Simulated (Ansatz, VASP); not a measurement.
**AlGa2N3: VASP beside Ansatz**

One calculation is typed for both programs; each brings its own data sets. How far apart do they land? The cell is generated by rule, not measured, and may not be a known phase. The cell is taken from a series of runs on this material, whose earlier steps may have relaxed, scaled, displaced or heated it; both programs get it as it stands.

Calculated with Ansatz 0.2.0; plane waves, with VASP 6.6.1 beside it; single point at PBEsol.

The structure was built from a prototype and need not be the compound's stable phase.

## Step 1: The structure

Symmetry: I-4m2, No. 119, tetragonal system. Conventional cell: a = 3.154 Å, b = 3.154 Å, c = 13.380 Å, α = 90.00°, β = 90.00°, γ = 90.00°. Nearest to Al lie 4 N at 1.93 Å. Nearest to Ga lie 4 N at 1.93 Å. N has 2 Ga at 1.93 Å and 2 Al at 1.93 Å nearest. Nearest to N lie 4 Ga at 1.93 Å. Farther neighbours and most contacts between anions are not listed.

Coordinates:

```
Al Ga N
1.0
     2.23000    2.23000    0.00000
    -2.23000    2.23000    0.00000
     2.23000    0.00000    6.69000
Al Ga N
1 2 3
Direct
  0.00000 0.00000 0.00000
  0.33333 0.66667 0.33333
  0.66667 0.33333 0.66667
  0.41667 0.08333 0.16667
  0.75000 0.75000 0.50000
  0.08333 0.41667 0.83333
```

## Step 2: VASP: single point, PBEsol

A single point gives forces, pressure and levels at one fixed geometry, so differences don't come from the geometry; what else differs is listed under the comparison.

Lines of VASP's logs that name or quote its potential files are left out, and so is its time.

Contents of INCAR:

```
SYSTEM = AlGa2N3
PREC = Accurate
ENCUT = 600
EDIFF = 1E-06
NELM = 120
ISMEAR = 0
SIGMA = 0.1
LREAL = .FALSE.
ALGO = Normal
GGA = PS
NBANDS = 28
LORBIT = 11
LWAVE = .FALSE.
LCHARG = .FALSE.
ISIF = 2
LASPH = .TRUE.
GGA_COMPAT = .FALSE.
EFERMI = MIDGAP
KPAR = 2
```

Contents of POSCAR:

```
AlGa2N3
1.0
    2.2300000000      2.2300000000      0.0000000000
   -2.2300000000      2.2300000000      0.0000000000
    2.2300000000      0.0000000000      6.6900000000
Al Ga N
1 2 3
Direct
    0.0000000000      0.0000000000      0.0000000000
    0.3333335000      0.6666665000      0.3333330000
    0.6666665000      0.3333335000      0.6666670000
    0.4166665000      0.0833335000      0.1666670000
    0.7500000000      0.7500000000      0.5000000000
    0.0833335000      0.4166665000      0.8333330000
```

Contents of KPOINTS:

```
Automatic mesh
0
Gamma
6 6 6
0 0 0
```

The projector-augmented-wave data sets are Al, Ga_d and N (PBE family, release 64).

Command:

```sh
mpirun -np 2 vasp_std
```

Numbers of over 12 decimals in the logs are rounded to 6 here.

Log:

```text
[banner, memory and clock lines left out]
running    2 mpi-ranks, on    1 nodes
 distrk:  each k-point on    1 cores,    2 groups
 distr:  one band on    1 cores,    1 groups

 POSCAR found type information on POSCAR AlGaN
 POSCAR found :  3 types and       6 ions
|                                                                             |
|               ----> ADVICE to this user running VASP <----                  |
|                                                                             |
|     You enforced a specific xc type in the INCAR file but a different       |
|     [... a line on the potential file left out ...]
|     I HOPE YOU KNOW WHAT YOU ARE DOING!                                     |
|                                                                             |

 LDA part: xc-table for (Slater+PW92), standard interpolation
 POSCAR, INCAR and KPOINTS ok, starting setup
 FFT: planning ... GRIDC
 FFT: planning ... GRID_SOFT
 FFT: planning ... GRID
 WAVECAR not read
 entering main loop
       N       E                     dE             d eps       ncg     rms          rms(c)
DAV:   1     0.416908167421E+03    0.41691E+03   -0.23073E+04  1788   0.275E+03
DAV:   2     0.147672400910E+02   -0.40214E+03   -0.38600E+03  1848   0.603E+02
DAV:   3    -0.441924472522E+02   -0.58960E+02   -0.57580E+02  1920   0.178E+02
DAV:   4    -0.476324354725E+02   -0.34400E+01   -0.34233E+01  2408   0.441E+01
DAV:   5    -0.476875619164E+02   -0.55126E-01   -0.55053E-01  2032   0.544E+00    0.131E+01
DAV:   6    -0.417107362283E+02    0.59768E+01   -0.20963E+01  2864   0.607E+01    0.400E+00
DAV:   7    -0.418570662801E+02   -0.14633E+00   -0.27489E+00  1856   0.124E+01    0.333E+00
DAV:   8    -0.418223285325E+02    0.34738E-01   -0.47601E-01  2628   0.961E+00    0.104E+00
DAV:   9    -0.417874822464E+02    0.34846E-01   -0.16711E-01  2832   0.651E+00    0.348E-01
DAV:  10    -0.417884317231E+02   -0.94948E-03   -0.10629E-02  1840   0.881E-01    0.174E-01
DAV:  11    -0.417884706842E+02   -0.38961E-04   -0.86128E-04  2544   0.410E-01    0.487E-02
DAV:  12    -0.417884624263E+02    0.82579E-05   -0.15996E-04  2048   0.105E-01    0.239E-02
DAV:  13    -0.417884644201E+02   -0.19938E-05   -0.42422E-05  2384   0.680E-02    0.834E-03
DAV:  14    -0.417884644678E+02   -0.47631E-07   -0.75969E-06  1852   0.236E-02
   1 F= -.41788464E+02 E0= -.41788464E+02  d E =-.186343E-65
```

From OUTCAR (step 2):

```text
ion  position               nearest neighbor table
   1  0.000  0.000  0.000-   4 1.93   6 1.93   6 1.93   4 1.93
   2  0.333  0.667  0.333-   4 1.93   4 1.93   5 1.93   5 1.93
   3  0.667  0.333  0.667-   6 1.93   6 1.93   5 1.93   5 1.93
   4  0.417  0.083  0.167-   2 1.93   2 1.93   1 1.93   1 1.93
   5  0.750  0.750  0.500-   2 1.93   3 1.93   2 1.93   3 1.93
   6  0.083  0.417  0.833-   3 1.93   3 1.93   1 1.93   1 1.93

  LATTYP: Found a body centered tetragonal cell.
 ALAT       =     3.1536962441
 C/A-ratio  =     4.2426406871

 Subroutine GETGRP returns: Found  8 space group operations
 (whereof  8 operations were pure point group operations)

The static configuration has the point symmetry D_2d.

 Found     30 irreducible k-points:

   k-points           NKPTS =     30   k-points in BZ     NKDIM =     30   number of bands    NBANDS=     28

   dimension x,y,z NGX =    28 NGY =   28 NGZ =   56
   dimension x,y,z NGXF=    56 NGYF=   56 NGZF=  112

   ENCUT  =  600.0 eV  44.10 Ry    6.64 a.u.   6.30  6.30 14.08*2*pi/ulx,y,z

   NELECT =      44.0000    total number of electrons

 k-points in reciprocal lattice and weights: Automatic mesh
   0.00000000  0.00000000  0.00000000       0.005
   0.16666667  0.00000000 -0.00000000       0.037
   0.33333333  0.00000000 -0.00000000       0.037
   0.50000000  0.00000000 -0.00000000       0.019
   0.16666667  0.16666667  0.00000000       0.019
   0.33333333  0.16666667 -0.00000000       0.074
   0.50000000  0.16666667 -0.00000000       0.074
  -0.33333333  0.16666667  0.00000000       0.074
  -0.16666667  0.16666667  0.00000000       0.037
[...]
-0.16666667  0.16666667  0.33333333       0.019
   0.00000000  0.00000000  0.50000000       0.005

 average (electrostatic) potential at core
       1 -72.5638       2 -62.7904       3 -62.7904       4 -61.3679       5 -61.6134
       6 -61.3679

 E-fermi :   6.6640

 k-point     1 :       0.0000    0.0000    0.0000
  band No.  band energies     occupation
    ...
     18       3.6585      2.00000
     19       3.6585      2.00000
     20       5.4217      2.00000
     21       5.4632      2.00000
     22       5.4632      2.00000
     23       7.8648      0.00000
     24       9.6734      0.00000
     25       9.8646      0.00000
     26      12.8470      0.00000
     27      13.4094      0.00000
    ...

 k-point     2 :       0.1667    0.0000   -0.0000
  band No.  band energies     occupation
    ...
     18       3.4728      2.00000
     19       3.8843      2.00000
     20       3.9510      2.00000
     21       5.0585      2.00000
     22       5.3794      2.00000
     23       9.1214      0.00000
     24      10.3212      0.00000
     25      10.8280      0.00000
     26      13.2915      0.00000
     27      14.0064      0.00000
    ...

 k-point     3 :       0.3333    0.0000   -0.0000
  band No.  band energies     occupation
    ...
     18       3.9351      2.00000
     19       4.0461      2.00000
     20       4.1944      2.00000
     21       4.3448      2.00000
     22       5.0952      2.00000
     23      10.6674      0.00000
     24      11.3186      0.00000
     25      11.6301      0.00000
     26      13.3837      0.00000
     27      13.8041      0.00000
    ...

  Total       -0.0989341     -0.0989341     -0.2230175      0.0000000      0.0000000     -0.0000000
  in kB       -2.3822695     -2.3822695     -5.3701159      0.0000000      0.0000000     -0.0000000
  external PRESSURE =      -3.3782183 kB  Pullay stress =       0.0000000 kB

  energy-cutoff  :      600.00
  volume of cell :       66.54
      direct lattice vectors                 reciprocal lattice vectors
     2.230000000  2.230000000  0.000000000     0.224215247  0.224215247 -0.074738416
    -2.230000000  2.230000000  0.000000000    -0.224215247  0.224215247  0.074738416
     2.230000000  0.000000000  6.690000000     0.000000000  0.000000000  0.149476831

 POSITION                                       TOTAL-FORCE (eV/Angst)
 -----------------------------------------------------------------------------------
      0.00000      0.00000      0.00000         0.000000     -0.000000      0.000000
      0.00000      2.23000      2.23000         0.000000      0.000000     -0.002681
      2.23000      2.23000      4.46000         0.000000      0.000000      0.002681
      1.11500      1.11500      1.11500        -0.000000     -0.000000     -1.038237
      1.11500      3.34500      3.34500         0.000000     -0.000000      0.000000
      1.11500      1.11500      5.57500        -0.000000     -0.000000      1.038237
 -----------------------------------------------------------------------------------
    total drift:                               -0.000000      0.000001     -0.000001

  FREE ENERGIE OF THE ION-ELECTRON SYSTEM (eV)
  ---------------------------------------------------
  free  energy   TOTEN  =       -41.7884644678 eV

  energy  without entropy=      -41.7884644678  energy(sigma->0) =      -41.78846447

 total charge
# of ion       s       p       d       tot
------------------------------------------
    1        0.366   0.416   0.000   0.783
    2        0.794   0.942  10.199  11.935
    3        0.794   0.942  10.199  11.935
    4        1.213   2.545   0.000   3.758
    5        1.213   2.521   0.000   3.734
    6        1.213   2.545   0.000   3.758
--------------------------------------------------
tot          5.593   9.912  20.398  35.903

[... 3 further parts left out ...]
```

The gap is read on the k-mesh alone, so it is an upper bound where the band edges lie off the mesh. The PAW data sets were made with PBE, which is usual practice but a small mismatch for other functionals.

## Step 3: Ansatz: single point, PBEsol

Ansatz runs on its default PAW (the set named soft_2) files.

The same cell, functional, mesh and smearing now go to Ansatz, which takes its cutoff from its data sets.

Contents of input.yaml:

```yaml
crystal:
  lattice:
    - [2.23, 2.23, 0.0]
    - [-2.23, 2.23, 0.0]
    - [2.23, 0.0, 6.69]
  atoms:
    - { symbol: Al, position: [0.0, 0.0, 0.0] }
    - { symbol: Ga, position: [0.333333, 0.666667, 0.333333] }
    - { symbol: Ga, position: [0.666667, 0.333333, 0.666667] }
    - { symbol: "N", position: [0.416667, 0.083333, 0.166667] }
    - { symbol: "N", position: [0.75, 0.75, 0.5] }
    - { symbol: "N", position: [0.083333, 0.416667, 0.833333] }
kpoints:
  mp_grid: { grid: [6, 6, 6] }
hamiltonian:
  xc: pbesol
scf:
  occupations: { method: gaussian, width: 0.1 }
output:
  forces: true
  stress: true
  eigenvalues: true
```

Command:

```sh
ansatz run input.yaml --threads 8 --pin off --max-ram 14336MiB --backend cpu --events-out ev --progress --plain --runs-dir out
```

Log:

```text
Warning: the atoms were moved onto the symmetric positions of the space group found under crystal.symmetry.tolerance 1.0e-5 (fractional; no operation is sought that the atoms, as they stand in a round, miss by more than twice it, and no atom is moved by as much as it), and the run uses the moved positions. Before a round's move an operation carried an atom to 4.46e-6 Å from where it should land, the largest such dist [...]
Engine: ansatz 0.2.0, aarch64-unknown-linux-gnu
Pseudopotentials: kind: paw
Pseudopotential: Al, paw, valence charge 3, recommended cutoff 420 eV (normal), Al.paw.azcp
Pseudopotential: Ga, paw, valence charge 13, recommended cutoff 420 eV (normal), Ga.paw.azcp
Pseudopotential: N, paw, valence charge 5, recommended cutoff 420 eV (normal), N.paw.azcp
Functional definition: PBEsol
  exchange = pbesol_x
  correlation = pbesol_c
Crystal: 6 atoms, lattice volume = 66.537 Å³
Basis set: ecut = 420 eV, 1299 PW (Γ), exchange–correlation on 48×48×96 points (8 copies of the dense FFT grid, shifted against one another)
Bands: 28, of which v1, the nominal top of the filled ones, is band 22 counted from 1 (21 counted from 0)
Symmetry: 8 space group operations
Space group: I-4m2 (ITA 119), of the structure as read, at distance tolerance 4.1e-5 Å
k-points: 30 of 216 (time reversal used)
Non-local potential: Al, projectors of the file, l = 0: 2, l = 1: 2, l = 2: 1
Non-local potential: Ga, projectors of the file, l = 0: 2, l = 1: 2, l = 2: 3, l = 3: 1
Non-local potential: N, projectors of the file, l = 0: 2, l = 1: 2, l = 2: 1
PAW form: soft (Blöchl's): semilocal exchange-correlation on the pseudo side does not see the compensation charge
PAW frozen core: Al, regenerated for the run's functional, and the local potential with it (the file was generated under x = pbe(κ = 0.804, μ = 0.219515), c = pbe(β = 0.066725))
PAW frozen core: Ga, regenerated for the run's functional, and the local potential with it (the file was generated under x = pbe(κ = 0.804, μ = 0.219515), c = pbe(β = 0.066725))
PAW frozen core: N, regenerated for the run's functional, and the local potential with it (the file was generated under x = pbe(κ = 0.804, μ = 0.219515), c = pbe(β = 0.066725))
PAW one-centre angular grid: Al, 110 points (default); XC on 64 Gauss nodes
PAW one-centre angular grid: Ga, 590 points (default); XC on 64 Gauss nodes
PAW one-centre angular grid: N, 110 points (default); XC on 64 Gauss nodes
Initial density: superposition of atomic densities (neutral atoms: chi_scale 0, normalization atom), corrected by the library's trained network
Initial wavefunctions: pseudopotential atomic-orbital guess
Functional: x = pbesol(κ = 0.804, μ = 0.123457), c = pbesol(β = 0.046)
SCF iter   1: F=—  HF=-9151.535587 eV  |F-HF|=—  |Δ(HF+E_count)|=         —  Δρ=1.13e-2  dr2=8.73e-2  ethr=1.77e-3  ⟨swp⟩=5.4  Hψ=3434  notcnv=0
preconditioner: auto → Resta (q_TF=auto, 2.547 Å⁻¹)  ε∞=4.6  [insulator: Δε(μ)=2.303 eV  Ē_g=15.935 eV  σ=0.100 eV  W_gap=1.00  n_scr=20 (ndim 8)  ℏωp=30.2 eV  f_vac=0.000  D(μ)=0.00/eV (n_scr^D=0)  ε∞_Penn≈4.6]
SCF iter   2: F=—  HF=-9151.511178 eV  |F-HF|=—  |Δ(HF+E_count)|=   2.44e-2  Δρ=1.78e-3  dr2=2.49e-3  ethr=1.98e-4  ⟨swp⟩=2.2  Hψ=1474  notcnv=0  defer=20
SCF iter   3: F=—  HF=-9151.510774 eV  |F-HF|=—  |Δ(HF+E_count)|=   4.04e-4  Δρ=8.58e-4  dr2=5.46e-4  ethr=5.66e-6  ⟨swp⟩=2.3  Hψ=1278  notcnv=0  defer=4
automatic band count: iteration 3 solves 27 bands in place of 28: the levels show a gap, and the empty bands left out lie too high to hold charge; the band table lists the bands solved (type scf.n_extra_bands for more)
SCF iter   4: F=—  HF=-9151.510723 eV  |F-HF|=—  |Δ(HF+E_count)|=   5.12e-5  Δρ=2.84e-4  dr2=5.18e-5  ethr=1.24e-6  ⟨swp⟩=2.7  Hψ=1348  notcnv=0  defer=4
SCF iter   5: F=—  HF=-9151.510772 eV  |F-HF|=—  |Δ(HF+E_count)|=   4.87e-5  Δρ=1.10e-4  dr2=5.02e-6  ethr=1.18e-7  ⟨swp⟩=2.0  Hψ=1459  notcnv=0  defer=4
SCF iter   6: F=—  HF=-9151.510774 eV  |F-HF|=—  |Δ(HF+E_count)|=   2.06e-6  Δρ=3.08e-5  dr2=6.55e-7  ethr=1.14e-8  ⟨swp⟩=2.2  Hψ=1426  notcnv=0  defer=4
SCF iter   7: F=-9151.510774 eV  HF=-9151.510774 eV  |F-HF|=3.72e-9  |Δ(HF+E_count)|=   1.82e-7  Δρ=8.45e-6  dr2=3.21e-8  ethr=2.27e-10  ⟨swp⟩=6.6  Hψ=3563  notcnv=0
SCF 1 converged in 7 iterations: F = -9151.510774 eV  dr2 = 3.21e-8
  greatest PAW one-centre occupation: 0.995 electrons in one spin orbital (limit 2), on the Ga atom at site 2 (counted from 0), in its partial waves of l = 2
SCF converged after 7 iterations
Free energy (F): -9151.510774 eV
Harris-Foulkes:  -9151.510774 eV  (|F-HF|=3.72e-9)
Internal energy: -9151.510774 eV  (E = F + TS)
E sigma→0 (E₀):  -9151.510774 eV
Fermi energy:    9.966257 eV
--- Per-component energies (eV) ---
  E_band       = -10.317631
  E_kinetic    = 651.682673
  E_local      = -4771.937526  (includes V_loc(G=0)·N_el)
  E_nonlocal   = 1006.377224
  E_hartree    = 2187.739858
  E_xc         = -356.068884
  E_vxc        = -375.206185  (∫ρ·V_xc dr)
  E_paw        = -4729.184887  (= ΣΔE_a)
  E_vpaw       = -896.706931  (= ΣTr[D̂ρ^β])
  E_aug_tail   = 0.000137  (compensation charges beyond the density's cutoff)
  E_ewald      = -3141.948761
  E_core_change = 1.829391  (= ΣΔE_core)
  E_smearing   = -0.000000  (= −TS)
  E_closure    = 0.000000  (closes the sum)
  Σ components = -9151.510774   (vs F -9151.510774, Δ=0.00e0)
--- Forces (eV/Å), atoms counted from 1 ---
  atom   1  Al     0.00000000    -0.00000000     0.00000000
  atom   2  Ga     0.00000000    -0.00000000    -0.00215211
  atom   3  Ga     0.00000000     0.00000000     0.00215211
  atom   4  N     -0.00000000    -0.00000000    -1.04722429
  atom   5  N     -0.00000000     0.00000000     0.00000000
  atom   6  N     -0.00000000     0.00000000     1.04722429
  max |Σ_I F_I| component: 2.60e-18 eV/Å
--- Stress (GPa, compression-positive) ---
        0.096743       0.000000      -0.000000
        0.000000       0.096743      -0.000000
        0.000000      -0.000000      -0.199328
  P = ⅓ Tr σ = -0.0019 GPa (-0.019 kbar)
--- Band table (eV; the first three rows and the last of 30) ---
  k-point 0: bands = [... 18 lower, 6.9688, 8.7322, 8.7734, 8.7734, 11.1562, 12.9834, 13.1712, 16.1512, ... 1 higher]
  k-point 1: bands = [... 18 lower, 7.1923, 8.3670, 8.6889, 8.6889, 11.5435, 12.5166, 13.5871, 16.0412, ... 1 higher]
  k-point 2: bands = [... 18 lower, 7.5501, 7.6464, 8.4686, 8.4686, 12.0717, 12.3891, 13.6548, 15.9139, ... 1 higher]
  k-point 29: bands = [... 18 lower, 5.8057, 5.8434, 6.1607, 6.1671, 12.1716, 12.9800, 14.7192, 15.7422, ... 1 higher]
```

The run ends at a pressure of 0.00 GPa, with forces up to 1.0 eV/Å.

## Step 4: Comparison

Known differences besides the potentials themselves: the cutoff is 420 eV in Ansatz and 600 eV in VASP; Ansatz makes its cores anew for this functional, VASP keeps those of its PBE data sets. Total energies have different zeros and are not compared.

Compared:

```csv
quantity,Ansatz,VASP,difference
pressure (GPa),0.00,-0.34,+0.34
gap on the k mesh (eV),2.383,2.402,-0.019
```

Forces (eV/Å; atoms numbered as in POSCAR):

```csv
atom,"Ansatz x, y, z","VASP x, y, z"
Al1,"0.000, 0.000, 0.000","0.000, 0.000, 0.000"
Ga2,"0.000, 0.000, -0.002","0.000, 0.000, -0.003"
Ga3,"0.000, 0.000, 0.002","0.000, 0.000, 0.003"
N4,"0.000, 0.000, -1.047","0.000, 0.000, -1.038"
N5,"0.000, 0.000, 0.000","0.000, 0.000, 0.000"
N6,"0.000, 0.000, 1.047","0.000, 0.000, 1.038"
```

The forces differ by 3.0 meV/Å r.m.s., which is 0.9 % of the r.m.s. force of 0.346 eV/Å (both taken over all components). A gap on the mesh is an upper bound, since the band edges may lie between its points.

## Step 5: Results

- r.m.s. force difference (single point, PBEsol): 0.87 % of the r.m.s. force

In words: The r.m.s. force difference is 0.87 % of the r.m.s. force (single point, PBEsol), within the 3 % picked in this series as the mark of a large difference. Such differences can come from data sets, numerical settings and the points named under the comparisons, not from the functional's error against experiment.

[Lines on the potential files, build, host, timing and source positions are cut from VASP's logs without a mark.]

[Logs are printed without paths, hosts, clocks, repeated set-up lines and the standing remarks that a program may print on its own settings, such as how far it seeks lower states.]

[Hosts, paths, dates, database ids (printed as entryN), source tags and the programs' standing remarks are cut or masked in the printed files.]
